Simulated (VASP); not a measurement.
# YSi2 (P6/mmm) in VASP: further runs

One crystal, YSi2, is run at these levels: LDA; tasks: density of states, electric field gradients.

Program: VASP 6.6.1. These are calculated values, not measurements. Logs are shortened: lines on timing, memory, paths and dates and some standing lists are left out, and cuts for length are marked.

### 1 The crystal as given

Symmetry: P6/mmm, No. 191, hexagonal system. Conventional cell: a = 4.075 Å, b = 4.075 Å, c = 3.990 Å, α = 90.00°, β = 90.00°, γ = 120.00°. Y (site symmetry 6/mmm) is surrounded by 12 Si at 3.08 Å. Si (site symmetry -6m2) has 3 Si at 2.35 Å as nearest neighbours.

The cell comes from a database or a generator and needn't be the stable form of this composition.

### 2 Density of states, LDA

Input file POSCAR:

```
YSi2
1.0
    4.0754858592      0.0000000000      0.0000000000
   -2.0377429296      3.5294742868      0.0000000000
    0.0000000000      0.0000000000      3.9901327200
Y Si
1 2
Direct
    0.0000000000      0.0000000000      0.0000000000
    0.3333333333      0.6666666667      0.5000000000
    0.6666666667      0.3333333333      0.5000000000
```

Input file INCAR.step1:

```
ALGO     = Normal         # electronic algorithm
EDIFF    = 1E-6           # SCF threshold, eV
ENCUT    = 520            # plane-wave cutoff, eV
GGA      = CA             # functional
ISIF     = 2              # what is computed and relaxed
ISMEAR   = -1             # smearing method
LASPH    = T              # aspherical terms in the spheres
LCHARG   = T              # write CHGCAR
LMAXMIX  = 4              # l up to which the mixer works
LREAL    = F              # projectors in reciprocal space
LWAVE    = F              # write WAVECAR
NBANDS   = 16             # bands
NELM     = 100            # most SCF steps
PREC     = Accurate       # precision mode
SIGMA    = 0.05           # smearing width, eV
```

Input file KPOINTS.step1:

```
k-points
0
Gamma
  10 10 9
```

Input file INCAR.step2:

```
ALGO     = Normal         # electronic algorithm
EDIFF    = 1E-6           # SCF threshold, eV
ENCUT    = 520            # plane-wave cutoff, eV
GGA      = CA             # functional
ICHARG   = 11             # starting density
ISIF     = 2              # what is computed and relaxed
ISMEAR   = -5             # smearing method
LASPH    = T              # aspherical terms in the spheres
LCHARG   = F              # write CHGCAR
LMAXMIX  = 4              # l up to which the mixer works
LORBIT   = 10             # projections on sites
LREAL    = F              # projectors in reciprocal space
LWAVE    = F              # write WAVECAR
NEDOS    = 1001           # points of the DOS
NELM     = 100            # most SCF steps
PREC     = Accurate       # precision mode
SIGMA    = 0.05           # smearing width, eV
```

Input file KPOINTS.step2:

```
k-points
0
Gamma
  15 15 14
```

Potentials or basis: VASP PAW LDA potentials, release 64 (Y_sv, Si).

On the command line:

```console
$ cat potpaw_LDA.64/Y_sv/POTCAR potpaw_LDA.64/Si/POTCAR > POTCAR
$ cp INCAR.step1 INCAR
$ cp KPOINTS.step1 KPOINTS
$ mpirun -np 1 vasp_std > vasp.out
$ cp INCAR.step2 INCAR
$ cp KPOINTS.step2 KPOINTS
$ mpirun -np 1 vasp_std > vasp.out
```

OUTCAR:

```text
EDIFF = 1E-6
   ENCUT = 520
   GGA = CA
   ICHARG = 11
   ISIF = 2
   ISMEAR = -5
   LASPH = T
   LORBIT = 10
   LREAL = F
   NELM = 100
   PREC = Accurate

 ion  position               nearest neighbor table
   1  0.000  0.000  0.000-   2 3.08   3 3.08   2 3.08   3 3.08   2 3.08   2 3.08   3 3.08   3 3.08
                             3 3.08   3 3.08   2 3.08   2 3.08
   2  0.333  0.667  0.500-   3 2.35   3 2.35   3 2.35   1 3.08   1 3.08   1 3.08   1 3.08   1 3.08
                             1 3.08
   3  0.667  0.333  0.500-   2 2.35   2 2.35   2 2.35   1 3.08   1 3.08   1 3.08   1 3.08   1 3.08
                             1 3.08

  LATTYP: Found a hexagonal cell.
 ALAT       =     4.0754858592
 C/A-ratio  =     0.9790569414

  Lattice vectors:

 A1 = (   4.0754858592,   0.0000000000,   0.0000000000)
 A2 = (  -2.0377429296,   3.5294742868,   0.0000000000)
 A3 = (   0.0000000000,   0.0000000000,   3.9901327200)

Analysis of symmetry for initial positions (statically):
=====================================================================
 Subroutine PRICEL returns:
 Original cell was already a primitive cell.

 Routine SETGRP: Setting up the symmetry group for a
 hexagonal supercell.

 Subroutine GETGRP returns: Found 24 space group operations
 (whereof 24 operations were pure point group operations)
 out of a pool of 24 trial point group operations.

The static configuration has the point symmetry D_6h.

Analysis of symmetry for dynamics (positions and initial velocities):
=====================================================================
 Subroutine PRICEL returns:
 Original cell was already a primitive cell.

 Routine SETGRP: Setting up the symmetry group for a
 hexagonal supercell.

 Subroutine GETGRP returns: Found 24 space group operations
 (whereof 24 operations were pure point group operations)
 out of a pool of 24 trial point group operations.

The dynamic configuration has the point symmetry D_6h.

 Subroutine INISYM returns: Found 24 space group operations
 (whereof 24 operations are pure point group operations),
 and found     1 'primitive' translations

----------------------------------------------------------------------------------------

                                     Primitive cell

  volume of cell :      57.3954

  direct lattice vectors                    reciprocal lattice vectors
     4.075485859  0.000000000  0.000000000     0.245369518  0.141664157  0.000000000
[... 111 lines left out ...]
  volume/ion in A,a.u.               =      19.13       129.11
  Fermi-wavevector in a.u.,A,eV,Ry     =   1.132488  2.140093 17.449881  1.282530
  Thomas-Fermi vector in A             =   2.269190
   LORBIT       =     10    0 simple, 1 ext, 2 COOP (PROOUT), +10 PAW based schemes
   GGA     = CA    functional components
   LHFCALC =     F    Hartree Fock is set to
   AEXX    =    0.0000 exact exchange contribution
   IVDW    =     0    specifies the selected vdW correction
   LEPSILON=     F    determine dielectric tensor
   LRPA    =     F    only Hartree local field effects (RPA)
 non-spin polarized calculation
 Fermi weights with tetrahedron method with Bloechl corrections
  energy-cutoff  :      520.00
  volume of cell :       57.40
 maximum number of plane-waves:      1571

 number of electron      19.0000001 magnetization

 Free energy of the ion-electron system (eV)
  ---------------------------------------------------
  ext. energy  EPLUGINS =         0.00000000
  ---------------------------------------------------
  free energy    TOTEN  =       -20.70183776 eV

  energy without entropy =      -20.70183776  energy(sigma->0) =      -20.70183776

 E-fermi :   6.9595     XC(G=0): -10.7131

 val. band max:        6.9329243486   @ k =   0.2667   0.1333   0.1429
 cond. band min:       6.8447105776   @ k =   0.0667  -0.0000   0.2143
 fundamental gap:     -0.0882137709
 Fermi energy:         6.9595366045

 k-point     1 :       0.0000    0.0000    0.0000
  band No.  band energies     occupation
      1     -35.5184      2.00000
      2     -15.6469      2.00000
      3     -15.6325      2.00000
      4     -15.6325      2.00000
      5      -5.0951      2.00000
      6       3.5829      2.00000
      7       3.5829      2.00000
      8       4.7680      2.00000
      9       5.5234      2.00000
     10       5.7228      2.00000
     11       8.0460      0.00000
     12       8.0460      0.00000
     13       9.4153      0.00000
[... 354 lines left out ...]
  band No.  band energies     occupation
      1     -35.5080      2.00000
      2     -15.7839      2.00000
      3     -15.7091      2.00000
      4     -15.6191      2.00000
      5      -2.4139      2.00000
      6      -1.6258      2.00000
      7       1.4007      2.00000
      8       4.8517      2.00000
      9       6.2509      2.00000
     10       6.3713      2.12303
     11       8.4932      0.00000
     12       9.2484      0.00000
     13      10.5984      0.00000

 [... further k-points ...]

------------------------ aborting loop because EDIFF is reached ----------------------------------------

  FORCE on cell =-STRESS in cart. coord.  units (eV):
  Direction    XX          YY          ZZ          XY          YZ          ZX
  --------------------------------------------------------------------------------------
  -------------------------------------------------------------------------------------
  Total       -1.4543621     -1.4543621     -1.8817676      0.0000000     -0.0000000      0.0000000
  in kB      -40.5981617    -40.5981617    -52.5290811      0.0000000     -0.0000000      0.0000000
  external PRESSURE =     -44.5751349 kB  Pullay stress =       0.0000000 kB

 VOLUME and BASIS-vectors are now :
 -----------------------------------------------------------------------------
  energy-cutoff  :      520.00
  volume of cell :       57.40
      direct lattice vectors                 reciprocal lattice vectors
     4.075485859  0.000000000  0.000000000     0.245369518  0.141664157  0.000000000
    -2.037742930  3.529474287  0.000000000     0.000000000  0.283328314  0.000000000
     0.000000000  0.000000000  3.990132720     0.000000000  0.000000000  0.250618230

 POSITION                                       TOTAL-FORCE (eV/Angst)
 -----------------------------------------------------------------------------------
      0.00000      0.00000      0.00000        -0.000000      0.000000      0.000000
     -0.00000      2.35298      1.99507         0.000000     -0.000000      0.000000
      2.03774      1.17649      1.99507        -0.000000      0.000000      0.000000
 -----------------------------------------------------------------------------------
    total drift:                                0.000000     -0.000000      0.000000

  FREE ENERGIE OF THE ION-ELECTRON SYSTEM (eV)
  ---------------------------------------------------
  free  energy   TOTEN  =       -20.7018377643 eV

  energy  without entropy=      -20.7018377643  energy(sigma->0) =      -20.70183776

 total charge

# of ion       s       p       d       f       tot
--------------------------------------------------
    1        2.157   6.296   1.116   0.039   9.609
    2        0.772   0.909   0.000   0.000   1.681
    3        0.772   0.909   0.000   0.000   1.681
--------------------------------------------------
tot          3.702   8.114   1.116   0.039  12.971
```

OSZICAR.step1:

```text
N       E                     dE             d eps       ncg     rms          rms(c)
DAV:   1     0.455454640028E+02    0.45545E+02   -0.87482E+03  2240   0.106E+03
DAV:   2    -0.193563307635E+02   -0.64902E+02   -0.63114E+02  2952   0.201E+02
DAV:   3    -0.216460099993E+02   -0.22897E+01   -0.22721E+01  3480   0.286E+01
DAV:   4    -0.217008539351E+02   -0.54844E-01   -0.54821E-01  2912   0.408E+00
DAV:   5    -0.217016015005E+02   -0.74757E-03   -0.74755E-03  3464   0.443E-01    0.252E+01
DAV:   6    -0.208095759893E+02    0.89203E+00   -0.18975E+00  2768   0.633E+00    0.182E+01
DAV:   7    -0.207384852517E+02    0.71091E-01   -0.10129E+00  3272   0.469E+00    0.454E+00
DAV:   8    -0.207121799627E+02    0.26305E-01   -0.39088E-01  2688   0.301E+00    0.432E-01
DAV:   9    -0.207057877208E+02    0.63922E-02   -0.47451E-02  2656   0.106E+00    0.312E-01
DAV:  10    -0.207055294354E+02    0.25829E-03   -0.17901E-03  2704   0.272E-01    0.268E-01
DAV:  11    -0.207055153251E+02    0.14110E-04   -0.25186E-04  3256   0.110E-01    0.601E-02
DAV:  12    -0.207055140720E+02    0.12531E-05   -0.22417E-05  2864   0.348E-02    0.201E-02
DAV:  13    -0.207055140899E+02   -0.17910E-07   -0.21787E-06  2480   0.800E-03
   1 F= -.20705514E+02 E0= -.20696348E+02  d E =-.183318E-01
```

Run time: 2.1 min. Hardware: 1 thread of Intel Xeon Platinum 8488C (Sapphire Rapids), shared host; peak memory 0.3 GiB.

What came out:

- Valence electrons inside the program's atomic spheres: Y 9.61; Si 1.68

States per cell in windows of 1 eV (zero at the Fermi level; states under -8 eV left out):
```tsv
from (eV)	total	Y1_d	Si2_p	Si3_p	Y1_p	Si2_s	Si3_s
-8.0	0.66	0.02	0.04	0.04	0.02	0.10	0.10
-7.0	0.38	0.02	0.03	0.03	0.01	0.05	0.05
-6.0	0.67	0.03	0.08	0.08	0.02	0.03	0.03
-5.0	1.57	0.09	0.22	0.22	0.07	0.02	0.02
-4.0	1.40	0.10	0.19	0.19	0.10	0.01	0.01
-3.0	1.54	0.27	0.15	0.15	0.10	0.00	0.00
-2.0	1.03	0.29	0.07	0.07	0.02	0.01	0.01
-1.0	1.27	0.26	0.08	0.08	0.04	0.06	0.06
0.0	1.44	0.34	0.09	0.09	0.04	0.05	0.05
1.0	1.91	0.63	0.09	0.09	0.06	0.05	0.05
2.0	2.09	0.80	0.08	0.08	0.08	0.04	0.04
3.0	1.57	0.89	0.04	0.04	0.03	0.02	0.02
4.0	0.01	0.00	0.00	0.00	0.00	0.00	0.00
5.0	0.00	0.00	0.00	0.00	0.00	0.00	0.00
6.0	0.00	0.00	0.00	0.00	0.00	0.00	0.00
```

Caveat: tetrahedron occupations give inexact forces and stress in metals.

### 3 Electric field gradients, LDA

Input file INCAR:

```
SYSTEM = YSi2
  PREC = Accurate
  ENCUT = 520
  EDIFF = 1E-8
  ISMEAR = -1
  SIGMA = 0.05
  LREAL = .FALSE.
  LASPH = .TRUE.
  NELM = 100
  ALGO = Normal
  ISIF = 2
  LWAVE = .FALSE.
  LCHARG = .FALSE.
  LEFG = .TRUE.
  NBANDS = 16
```

Input file KPOINTS:

```
Automatic mesh
0
G
  10 10 9
  0 0 0
```

POSCAR is that of step 2.

Potentials or basis: VASP PAW LDA potentials, release 64 (Y_sv, Si).

On the command line:

```console
$ cat potpaw_LDA.64/Y_sv/POTCAR potpaw_LDA.64/Si/POTCAR > POTCAR
$ mpirun -np 1 vasp_std > vasp.out
```

OUTCAR:

```text
SYSTEM = YSi2
   PREC = Accurate
   ENCUT = 520
   EDIFF = 1E-8
   ISMEAR = -1
   LREAL = .FALSE.
   LASPH = .TRUE.
   NELM = 100
   ISIF = 2

 ion  position               nearest neighbor table
   1  0.000  0.000  0.000-   2 3.08   3 3.08   2 3.08   3 3.08   2 3.08   2 3.08   3 3.08   3 3.08
                             3 3.08   3 3.08   2 3.08   2 3.08
   2  0.333  0.667  0.500-   3 2.35   3 2.35   3 2.35   1 3.08   1 3.08   1 3.08   1 3.08   1 3.08
                             1 3.08
   3  0.667  0.333  0.500-   2 2.35   2 2.35   2 2.35   1 3.08   1 3.08   1 3.08   1 3.08   1 3.08
                             1 3.08

  LATTYP: Found a hexagonal cell.
 ALAT       =     4.0754858592
 C/A-ratio  =     0.9790569414

  Lattice vectors:

 A1 = (   4.0754858592,   0.0000000000,   0.0000000000)
 A2 = (  -2.0377429296,   3.5294742868,   0.0000000000)
 A3 = (   0.0000000000,   0.0000000000,   3.9901327200)

Analysis of symmetry for initial positions (statically):
=====================================================================
 Subroutine PRICEL returns:
 Original cell was already a primitive cell.

 Routine SETGRP: Setting up the symmetry group for a
 hexagonal supercell.

 Subroutine GETGRP returns: Found 24 space group operations
 (whereof 24 operations were pure point group operations)
 out of a pool of 24 trial point group operations.

The static configuration has the point symmetry D_6h.

Analysis of symmetry for dynamics (positions and initial velocities):
=====================================================================
 Subroutine PRICEL returns:
 Original cell was already a primitive cell.

 Routine SETGRP: Setting up the symmetry group for a
 hexagonal supercell.
[... 616 lines left out ...]
     16      12.9007      0.00000

 [... further k-points ...]

------------------------ aborting loop because EDIFF is reached ----------------------------------------

  FORCE on cell =-STRESS in cart. coord.  units (eV):
  Direction    XX          YY          ZZ          XY          YZ          ZX
  --------------------------------------------------------------------------------------
  -------------------------------------------------------------------------------------
  Total       -1.3086216     -1.3086216     -1.9589710      0.0000000     -0.0000000      0.0000000
  in kB      -36.5298507    -36.5298507    -54.6841953      0.0000000     -0.0000000      0.0000000
  external PRESSURE =     -42.5812989 kB  Pullay stress =       0.0000000 kB

 VOLUME and BASIS-vectors are now :
 -----------------------------------------------------------------------------
  energy-cutoff  :      520.00
  volume of cell :       57.40
      direct lattice vectors                 reciprocal lattice vectors
     4.075485859  0.000000000  0.000000000     0.245369518  0.141664157  0.000000000
    -2.037742930  3.529474287  0.000000000     0.000000000  0.283328314  0.000000000
     0.000000000  0.000000000  3.990132720     0.000000000  0.000000000  0.250618230

 POSITION                                       TOTAL-FORCE (eV/Angst)
 -----------------------------------------------------------------------------------
      0.00000      0.00000      0.00000         0.000000      0.000000     -0.000000
     -0.00000      2.35298      1.99507         0.000000     -0.000000     -0.000000
      2.03774      1.17649      1.99507        -0.000000      0.000000      0.000000
 -----------------------------------------------------------------------------------
    total drift:                                0.000000     -0.000000      0.000000

  FREE ENERGIE OF THE ION-ELECTRON SYSTEM (eV)
  ---------------------------------------------------
  free  energy   TOTEN  =       -20.7055140384 eV

  energy  without entropy=      -20.6871825775  energy(sigma->0) =      -20.69634831

 Electric field gradients (V/A^2)
---------------------------------------------------------------------
 ion       V_xx      V_yy      V_zz      V_xy      V_xz      V_yz
---------------------------------------------------------------------
   1      11.589    11.589   -23.179    -0.000     0.000     0.000
   2       6.467     6.467   -12.934     0.000     0.000     0.000
   3       6.467     6.467   -12.934     0.000     0.000     0.000
---------------------------------------------------------------------

 Electric field gradients after diagonalization (V/A^2)
 (convention: |V_zz| > |V_xx| > |V_yy|)
----------------------------------------------------------------------
 ion       V_xx      V_yy      V_zz     asymmetry (V_yy - V_xx)/ V_zz
----------------------------------------------------------------------
   1      11.589    11.589   -23.179       0.000
   2       6.467     6.467   -12.934       0.000
   3       6.467     6.467   -12.934       0.000
----------------------------------------------------------------------

           NMR quadrupolar parameters

 Cq : quadrupolar parameter    Cq=e*Q*V_zz/h
 eta: asymmetry parameters     (V_yy - V_xx)/ V_zz
 Q  : nuclear electric quadrupole moment in mb (millibarn)
----------------------------------------------------------------------
 ion       Cq(MHz)       eta       Q (mb)
----------------------------------------------------------------------
   1      -0.056       0.000       1.000
   2      -0.031       0.000       1.000
   3      -0.031       0.000       1.000
----------------------------------------------------------------------
```

OSZICAR:

```text
N       E                     dE             d eps       ncg     rms          rms(c)
DAV:   1     0.455454640028E+02    0.45545E+02   -0.87482E+03  2240   0.106E+03
DAV:   2    -0.193563307635E+02   -0.64902E+02   -0.63114E+02  2952   0.201E+02
DAV:   3    -0.216460099993E+02   -0.22897E+01   -0.22721E+01  3480   0.286E+01
DAV:   4    -0.217008539351E+02   -0.54844E-01   -0.54821E-01  2912   0.408E+00
DAV:   5    -0.217016015005E+02   -0.74757E-03   -0.74755E-03  3464   0.443E-01    0.252E+01
DAV:   6    -0.208095690320E+02    0.89203E+00   -0.18975E+00  2768   0.633E+00    0.182E+01
DAV:   7    -0.207385083757E+02    0.71061E-01   -0.10132E+00  3272   0.469E+00    0.454E+00
DAV:   8    -0.207121889621E+02    0.26319E-01   -0.39119E-01  2688   0.301E+00    0.432E-01
DAV:   9    -0.207057947592E+02    0.63942E-02   -0.47647E-02  2656   0.106E+00    0.313E-01
DAV:  10    -0.207055290168E+02    0.26574E-03   -0.18123E-03  2704   0.273E-01    0.268E-01
DAV:  11    -0.207055152568E+02    0.13760E-04   -0.25373E-04  3264   0.110E-01    0.601E-02
DAV:  12    -0.207055140778E+02    0.11790E-05   -0.22296E-05  2848   0.348E-02    0.201E-02
DAV:  13    -0.207055140914E+02   -0.13525E-07   -0.22000E-06  2736   0.805E-03    0.464E-03
DAV:  14    -0.207055140412E+02    0.50122E-07   -0.37431E-07  2768   0.428E-03    0.244E-03
DAV:  15    -0.207055140384E+02    0.28831E-08   -0.33924E-08  2688   0.127E-03
   1 F= -.20705514E+02 E0= -.20696348E+02  d E =-.183315E-01
```

Wall time 58 s (1 thread of Intel Xeon Platinum 8488C (Sapphire Rapids), shared host); peak memory 0.2 GiB.

What came out:

* Free energy: -20.7055 eV
* Pressure: -4.3 GPa
* Band gap on the k mesh: none (metal or under the smearing width)

Levels at points of the mesh, in eV from the Fermi level:
```
           k point  band 5  band 6  band 7  band 8  band 9  band 10  band 11  band 12  band 13  band 14
(0.00, 0.00, 0.00)  -12.04   -3.36   -3.36   -2.18   -1.42    -1.22     1.10     1.10     2.47     2.47
(0.50, 0.00, 0.00)   -9.64   -8.67   -3.86   -2.60   -2.41     0.93     1.51     2.54     2.86     3.12
```

Electric field gradients, principal values (V/Å²):
| atom | Vxx | Vyy | Vzz |
| --- | --- | --- | --- |
| 1 Y | 11.589 | 11.589 | -23.179 |
| 2 Si | 6.467 | 6.467 | -12.934 |
| 3 Si | 6.467 | 6.467 | -12.934 |
